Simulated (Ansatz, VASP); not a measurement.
## GeSb3O2: VASP beside Ansatz

```
Ge Sb O
1.0
     5.30717    0.00000    0.00000
    -2.65358    4.59614    0.00000
     0.00000    0.00000    5.00296
Ge Sb O
1 3 2
Direct
  0.00000 0.00000 0.00000
  0.50000 0.00000 0.50000
  0.00000 0.50000 0.50000
  0.50000 0.50000 0.50000
  0.00000 0.00000 0.37692
  0.00000 0.00000 0.62308
```

Alike in both runs: task single point; functional PBE; k mesh 6 × 6 × 4; occupations gaussian, width 0.1 eV; no spin polarisation.

|  | VASP | Ansatz |
| --- | --- | --- |
| version | VASP 6.6.1 | Ansatz 0.2.0 |
| potentials or method | VASP PAW PBE potentials, release 64 (Ge_d, Sb, O) | scalar-relativistic, plane waves, PAW |
| plane-wave cutoff (eV) | 520 | 420 |
| valence electrons in the cell | 41 | 71 |

|  | VASP | Ansatz | Ansatz less VASP |
| --- | --- | --- | --- |
| gap on the k mesh at the Fermi level (eV) | none | none | - |
| rms of the force components (eV/Å) | 2.187 | 1.887 | -0.2996 |

Atom by atom the forces differ by 0.300 eV/Å (rms over components). A gap of «none» marks a metal or a gap that the smearing closes. The two sets of potentials don't hold the same shells in valence.

Caveats: the standard files for N, O and F lose accuracy on very short bonds; an odd number of electrons without spin polarisation forces a metal; a magnetic or distorted state may lie lower. The runs have no spin-orbit coupling, so splittings on Sb are missing.
